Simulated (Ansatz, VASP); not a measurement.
# AlNi3 in two plane-wave programs, part 2 of 2

Wanted: the spread between two codes on one cell, functional and k mesh. The two relaxations start from unlike cells of this crystal (the structure described is Ansatz's start), so only their ends are compared.

VASP 6.6.1 and Ansatz 0.2.0.

So far: The structure; Ansatz: relaxation of cell and atoms, BLYP.

## Step 3: VASP: relaxation of cell and atoms, BLYP

Level of this step: BLYP, spin-polarised from a ferromagnetic start; plane waves and PAW (Al, Ni) (VASP).

Its own start cell and the same functional (in two slightly different forms), mesh and smearing now go to VASP, with its own data sets.

Lines of VASP's logs that name or quote its potential files are left out, and so is its time.

File INCAR:

```
SYSTEM = AlNi3
PREC = Accurate
ENCUT = 600
EDIFF = 1E-07
NELM = 200
ISMEAR = 1
SIGMA = 0.25
LREAL = .FALSE.
ALGO = Normal
GGA = B5
ALDAX = 1
AGGAX = 1
AGGAC = 1
ALDAC = 0
NBANDS = 25
ISPIN = 2
MAGMOM = -0.02 0.27 0.27 0.27
LASPH = .TRUE.
LMAXMIX = 4
LORBIT = 11
LWAVE = .FALSE.
LCHARG = .FALSE.
ISIF = 3
IBRION = 2
NSW = 80
EDIFFG = -0.005
GGA_COMPAT = .FALSE.
NELMIN = 4
KPAR = 2
```

File POSCAR:

```
AlNi3
1.0
    3.6141020278      0.0000000000      0.0000000000
    0.0000000000      3.6141020278      0.0000000000
    0.0000000000      0.0000000000      3.6141020278
Al Ni
1 3
Direct
    0.0000000000      0.0000000000      0.0000000000
    0.0000000000      0.4999998581      0.4999998581
    0.4999998581      0.0000000000      0.4999998581
    0.4999998581      0.4999998581      0.0000000000
```

File KPOINTS:

```
Automatic mesh
0
Gamma
12 12 12
0 0 0
```

Potentials, in the order of the species: Al and Ni (PBE family, release 64).

Started as:

```sh
> mpirun -np 2 vasp_std
```

Numbers of over 12 decimals in the logs are rounded to 6 here.

The log of the run:

```text
[banner, memory and clock lines left out]
running    2 mpi-ranks, on    1 nodes
 distrk:  each k-point on    1 cores,    2 groups
 distr:  one band on    1 cores,    1 groups

 POSCAR found type information on POSCAR AlNi
 POSCAR found :  2 types and       4 ions
|                                                                             |
|               ----> ADVICE to this user running VASP <----                  |
|                                                                             |
|     You enforced a specific xc type in the INCAR file but a different       |
|     [... a line on the potential file left out ...]
|     I HOPE YOU KNOW WHAT YOU ARE DOING!                                     |
|                                                                             |

 LDA part: xc-table for (Slater(with rela. corr.)+VWN5), standard interpolation
 POSCAR, INCAR and KPOINTS ok, starting setup
 FFT: planning ... GRIDC
 FFT: planning ... GRID_SOFT
 FFT: planning ... GRID
 WAVECAR not read
 entering main loop
       N       E                     dE             d eps       ncg     rms          rms(c)
DAV:   1     0.204044648231E+03    0.20404E+03   -0.15495E+04  8472   0.185E+03
DAV:   2    -0.108974950555E+02   -0.21494E+03   -0.20171E+03  8409   0.328E+02
DAV:   3    -0.215243834769E+02   -0.10627E+02   -0.10015E+02  9623   0.974E+01
DAV:   4    -0.216969905080E+02   -0.17261E+00   -0.17239E+00 10059   0.111E+01
DAV:   5    -0.217035488814E+02   -0.65584E-02   -0.65579E-02 10622   0.195E+00    0.177E+01
DAV:   6    -0.232313835697E+02   -0.15278E+01   -0.36195E+01  9658   0.107E+02    0.202E+01
DAV:   7    -0.182855645685E+02    0.49458E+01   -0.13084E+01  9849   0.595E+01    0.192E+00
DAV:   8    -0.182654182081E+02    0.20146E-01   -0.26384E-01  8944   0.342E+00    0.126E+00
DAV:   9    -0.182477860237E+02    0.17632E-01   -0.24844E-02 11656   0.220E+00    0.497E-01
DAV:  10    -0.182482030369E+02   -0.41701E-03   -0.14302E-03 10019   0.375E-01    0.379E-01
DAV:  11    -0.182509594117E+02   -0.27564E-02   -0.20763E-03 10168   0.843E-01    0.387E-01
DAV:  12    -0.182525852447E+02   -0.16258E-02   -0.20001E-03 10642   0.736E-01    0.171E-01
DAV:  13    -0.182528332377E+02   -0.24799E-03   -0.10993E-03 10443   0.500E-01    0.509E-02
DAV:  14    -0.182528882126E+02   -0.54975E-04   -0.20370E-04 10197   0.230E-01    0.181E-02
DAV:  15    -0.182528848948E+02    0.33179E-05   -0.11514E-05  9472   0.372E-02    0.194E-02
DAV:  16    -0.182528886248E+02   -0.37301E-05   -0.37803E-06  9661   0.361E-02    0.718E-03
DAV:  17    -0.182528886008E+02    0.24037E-07   -0.22165E-06 10271   0.226E-02    0.479E-03
DAV:  18    -0.182528888970E+02   -0.29616E-06   -0.51935E-07  7697   0.129E-02    0.824E-04
DAV:  19    -0.182528888874E+02    0.95074E-08   -0.24008E-08  4356   0.166E-03
   1 F= -.18252889E+02 E0= -.18254678E+02  d E =-.182529E+02  mag=     0.7037
 curvature:   0.00 expect dE= 0.000E+00 dE for cont linesearch  0.000E+00
 trial: gam= 0.00000 g(F)=  0.000E+00 g(S)=  0.785E-04 ort = 0.000E+00 (trialstep = 0.100E+01)
 search vector abs. value=  0.785E-04
 bond charge predicted
       N       E                     dE             d eps       ncg     rms          rms(c)
DAV:   1    -0.182550937909E+02   -0.22049E-02   -0.16132E-02  8574   0.193E+00    0.437E-01
DAV:   2    -0.182562796580E+02   -0.11859E-02   -0.23065E-02  9631   0.259E+00    0.490E-01
DAV:   3    -0.182529480859E+02    0.33316E-02   -0.82151E-03  9652   0.159E+00    0.584E-02
DAV:   4    -0.182529037673E+02    0.44319E-04   -0.12087E-04  8976   0.834E-02    0.231E-02
DAV:   5    -0.182529022635E+02    0.15038E-05   -0.39739E-06 11461   0.195E-02    0.605E-03
DAV:   6    -0.182529026818E+02   -0.41831E-06   -0.55134E-07  9966   0.743E-03    0.298E-03
DAV:   7    -0.182529033214E+02   -0.63958E-06   -0.26039E-07  7879   0.516E-03    0.118E-03
DAV:   8    -0.182529034527E+02   -0.13128E-06   -0.16390E-08  4328   0.177E-03    0.541E-04
DAV:   9    -0.182529035388E+02   -0.86045E-07   -0.54278E-09  4318   0.655E-04
   2 F= -.18252904E+02 E0= -.18254720E+02  d E =-.146513E-04  mag=     0.7050
 trial-energy change:   -0.000015  1 .order   -0.000011   -0.000078    0.000057
 step:   0.6203(harm=  0.5778)  dis= 0.00000  next Energy=   -18.252914 (dE=-0.253E-04)
 bond charge predicted
       N       E                     dE             d eps       ncg     rms          rms(c)
DAV:   1    -0.182532280270E+02   -0.32457E-03   -0.23248E-03  8554   0.730E-01    0.166E-01
DAV:   2    -0.182533985633E+02   -0.17054E-03   -0.33083E-03  9647   0.985E-01    0.186E-01
DAV:   3    -0.182529194843E+02    0.47908E-03   -0.11856E-03  9652   0.601E-01    0.218E-02
DAV:   4    -0.182529135893E+02    0.58950E-05   -0.17216E-05  8914   0.306E-02    0.898E-03
DAV:   5    -0.182529131892E+02    0.40019E-06   -0.56179E-07 10958   0.795E-03    0.247E-03
DAV:   6    -0.182529130135E+02    0.17566E-06   -0.76433E-08  5401   0.330E-03    0.112E-03
DAV:   7    -0.182529128359E+02    0.17758E-06   -0.73933E-08  4342   0.296E-03    0.424E-04
DAV:   8    -0.182529128006E+02    0.35315E-07   -0.77558E-09  4301   0.862E-04
   3 F= -.18252913E+02 E0= -.18254719E+02  d E =-.239132E-04  mag=     0.7045
 curvature:  -0.29 expect dE=-0.352E-07 dE for cont linesearch -0.352E-07
 trial: gam= 0.00000 g(F)=  0.160E-48 g(S)=  0.123E-06 ort =-0.311E-05 (trialstep = 0.924E+00)
 search vector abs. value=  0.123E-06
 reached required accuracy - stopping structural energy minimisation
```

Parts of OUTCAR (step 3):

```text
ion  position               nearest neighbor table
   1  0.000  0.000  0.000-   2 2.56   3 2.56   4 2.56   2 2.56   3 2.56   2 2.56   4 2.56   3 2.56
                             4 2.56   2 2.56   3 2.56   4 2.56
   2  0.000  0.500  0.500-   1 2.56   3 2.56   4 2.56   4 2.56   1 2.56   3 2.56   1 2.56   3 2.56
                             4 2.56   4 2.56   1 2.56   3 2.56
   3  0.500  0.000  0.500-   1 2.56   2 2.56   4 2.56   4 2.56   1 2.56   2 2.56   1 2.56   2 2.56
                             4 2.56   4 2.56   2 2.56   1 2.56
   4  0.500  0.500  0.000-   1 2.56   2 2.56   3 2.56   3 2.56   1 2.56   2 2.56   1 2.56   2 2.56
                             3 2.56   3 2.56   1 2.56   2 2.56

  LATTYP: Found a simple cubic cell.
 ALAT       =     3.6141020278

 Subroutine GETGRP returns: Found 48 space group operations
 (whereof 48 operations were pure point group operations)

The static configuration has the point symmetry O_h .

 Found     84 irreducible k-points:

   k-points           NKPTS =     84   k-points in BZ     NKDIM =     84   number of bands    NBANDS=     25

   dimension x,y,z NGX =    30 NGY =   30 NGZ =   30
   dimension x,y,z NGXF=    60 NGYF=   60 NGZF=   60

   ENCUT  =  600.0 eV  44.10 Ry    6.64 a.u.   7.22  7.22  7.22*2*pi/ulx,y,z

   NELECT =      33.0000    total number of electrons

 k-points in reciprocal lattice and weights: Automatic mesh
   0.00000000  0.00000000  0.00000000       0.001
   0.08333333  0.00000000  0.00000000       0.003
   0.16666667  0.00000000  0.00000000       0.003
   0.25000000  0.00000000  0.00000000       0.003
   0.33333333  0.00000000  0.00000000       0.003
   0.41666667  0.00000000  0.00000000       0.003
   0.50000000  0.00000000  0.00000000       0.002
   0.08333333  0.08333333  0.00000000       0.007
   0.16666667  0.08333333  0.00000000       0.014
[...]
0.50000000  0.50000000  0.41666667       0.003
   0.50000000  0.50000000  0.50000000       0.001

 average (electrostatic) potential at core
       1 -70.8591       2 -81.6904       3 -81.6904       4 -81.6904

 E-fermi :   9.3742

 spin component 1
 k-point     1 :       0.0000    0.0000    0.0000
  band No.  band energies     occupation
    ...
     12       8.8074      1.00308
     13       9.1067      1.03094
     14       9.2800      0.79519
     15       9.2800      0.79519
     16       9.2800      0.79519
     17      10.3280     -0.00000
     18      10.3280     -0.00000
     19      10.3280     -0.00000
     20      15.7722      0.00000
     21      15.7722      0.00000
    ...

 k-point     2 :       0.0833    0.0000    0.0000
  band No.  band energies     occupation
    ...
     12       8.8084      1.00312
     13       9.0782      1.03519
     14       9.1051      1.03135
     15       9.1051      1.03135
     16       9.2800      0.79501
     17       9.9614     -0.00222
     18      10.6072     -0.00000
     19      10.6072     -0.00000
     20      15.7759      0.00000
     21      15.9732      0.00000
    ...

 k-point     3 :       0.1667    0.0000    0.0000
  band No.  band energies     occupation
    ...
     13       8.8152      1.00347
     14       8.8152      1.00347
     15       8.9961      1.02710
     16       9.2460      0.87694
     17       9.2802      0.79453
     18      11.2047     -0.00000
     19      11.2047     -0.00000
     20      15.7874      0.00000
     21      16.0847      0.00000
     22      17.8285      0.00000
    ...

 k-point     4 :       0.2500    0.0000    0.0000
  band No.  band energies     occupation
    ...
     13       8.5645      1.00002
     14       8.7498      1.00117
     15       8.7761      1.00185
     16       8.8926      1.01007
     17       9.2805      0.79383
     18      11.9502     -0.00000
     19      11.9502     -0.00000
     20      15.8064      0.00000
     21      16.1966      0.00000
     22      18.4121      0.00000
    ...

 k-point     5 :       0.3333    0.0000    0.0000
  band No.  band energies     occupation
    ...
     13       8.3754      1.00000
     14       8.4993      1.00000
     15       8.6321      1.00011
     16       8.8616      1.00677
     17       9.2808      0.79308
     18      12.8031     -0.00000
     19      12.8031     -0.00000
     20      15.8306      0.00000
     21      16.3450      0.00000
     22      17.1325      0.00000
    ...

 k-point     6 :       0.4167    0.0000    0.0000
  band No.  band energies     occupation
    ...
     13       8.2546      1.00000
     14       8.3292      1.00000
     15       8.4590      1.00000
     16       8.8610      1.00672
     17       9.2809      0.79260
     18      13.7492     -0.00000
     19      13.7492     -0.00000
     20      15.8529      0.00000
     21      15.9271      0.00000
     22      15.9271      0.00000
    ...

  Total       -0.0018456     -0.0018456     -0.0018456      0.0000000     -0.0000000      0.0000000
  in kB       -0.0625726     -0.0625726     -0.0625726      0.0000000     -0.0000000      0.0000000
  external PRESSURE =      -0.0625726 kB  Pullay stress =       0.0000000 kB

  energy-cutoff  :      600.00
  volume of cell :       47.26
      direct lattice vectors                 reciprocal lattice vectors
     3.615361254  0.000000000  0.000000000     0.276597532  0.000000000 -0.000000000
    -0.000000000  3.615361254  0.000000000    -0.000000000  0.276597532 -0.000000000
     0.000000000  0.000000000  3.615361254    -0.000000000 -0.000000000  0.276597532

 POSITION                                       TOTAL-FORCE (eV/Angst)
 -----------------------------------------------------------------------------------
      0.00000      0.00000      0.00000        -0.000000     -0.000000      0.000000
      0.00000      1.80768      1.80768         0.000000      0.000000      0.000000
      1.80768      0.00000      1.80768         0.000000      0.000000      0.000000
      1.80768      1.80768      0.00000        -0.000000     -0.000000      0.000000
 -----------------------------------------------------------------------------------
    total drift:                                0.000082      0.000082      0.000082

  FREE ENERGIE OF THE ION-ELECTRON SYSTEM (eV)
  ---------------------------------------------------
  free  energy   TOTEN  =       -18.2529128006 eV

  energy  without entropy=      -18.2583326041  energy(sigma->0) =      -18.25471940

 reached required accuracy - stopping structural energy minimisation

 total charge
# of ion       s       p       d       tot
------------------------------------------
    1        0.403   0.370   0.000   0.774
    2        0.479   0.466   8.416   9.362
    3        0.479   0.466   8.416   9.362
    4        0.479   0.466   8.416   9.362
--------------------------------------------------
tot          1.841   1.770  25.249  28.859

 magnetization (x)
# of ion       s       p       d       tot
------------------------------------------
    1       -0.000  -0.007   0.000  -0.008
    2       -0.003  -0.008   0.262   0.251
    3       -0.003  -0.008   0.262   0.251
    4       -0.003  -0.008   0.262   0.251
--------------------------------------------------
tot         -0.009  -0.032   0.787   0.745

[... 6 further parts left out ...]
```

CONTCAR:

```
AlNi3
   1.00000000000000
     3.6153612541320523    0.0000000000000000    0.0000000000000000
    -0.0000000000000000    3.6153612541320523    0.0000000000000000
     0.0000000000000000    0.0000000000000000    3.6153612541320523
  Al              Ni
     1     3
Direct
     0.0000000000000000    0.0000000000000000    0.0000000000000000
     0.0000000000000000    0.4999998580999971    0.4999998580999971
     0.4999998580999971    0.0000000000000000    0.4999998580999971
     0.4999998580999971    0.4999998580999971    0.0000000000000000
```

The magnetic state follows from one typed start and may not be the lowest. The PAW data sets were made with PBE, which is usual practice but a small mismatch for other functionals. The run keeps the 48 symmetry operations of its start, so it cannot find a distortion of lower symmetry.

## Step 4: Side by side

Known differences besides the potentials themselves: VASP starts from the moments at which Ansatz ended; the data sets hold 57 valence electrons in Ansatz (on its default PAW (the set named soft_2) files) and 33 in VASP; the cutoff is 420 eV in Ansatz and 600 eV in VASP; Ansatz makes its cores anew for this functional, VASP keeps those of its PBE data sets; VASP's log shows a relativistic correction to its local exchange, Ansatz's none; Ansatz adds a Pulay correction to the stress that steers its cell, VASP none; site moments are counted in spheres of each program's own size. Total energies have different zeros and are not compared.

Both answers:

| quantity | Ansatz | VASP | difference |
| --- | --- | --- | --- |
| volume (Å³) | 47.19 | 47.26 | -0.14 % |
| edge a after relaxation, in the typed setting (Å) | 3.614 | 3.615 | -0.05 % |
| total moment (μB) | 0.74 | 0.70 | +0.03 |
| moment on Ni2 (μB) | 0.27 | 0.25 | +0.02 |
| moment on Ni3 (μB) | 0.27 | 0.25 | +0.02 |
| moment on Ni4 (μB) | 0.27 | 0.25 | +0.02 |

## Step 5: Results

```
difference in volume (relaxation of cell and atoms, BLYP) : -0.14 %
```

The difference in volume is -0.14 % (relaxation of cell and atoms, BLYP), within the 1.2 % picked in this series as the mark of a large difference, as far as the stopping tolerances let one tell. The data sets hold unlike numbers of valence electrons (57 in Ansatz and 33 in VASP), so part of the differences comes from the potentials. 1 further run of this series is not shown here. Such differences can come from data sets, numerical settings and the points named under the comparisons, not from the functional's error against experiment.

[Lines on the potential files, build, host, timing and source positions are cut from VASP's logs without a mark.]

[Logs are printed without paths, hosts, clocks, repeated set-up lines and the standing remarks that a program may print on its own settings, such as how far it seeks lower states.]

[Hosts, paths, dates, database ids (printed as entryN), source tags and the programs' standing remarks are cut or masked in the printed files.]
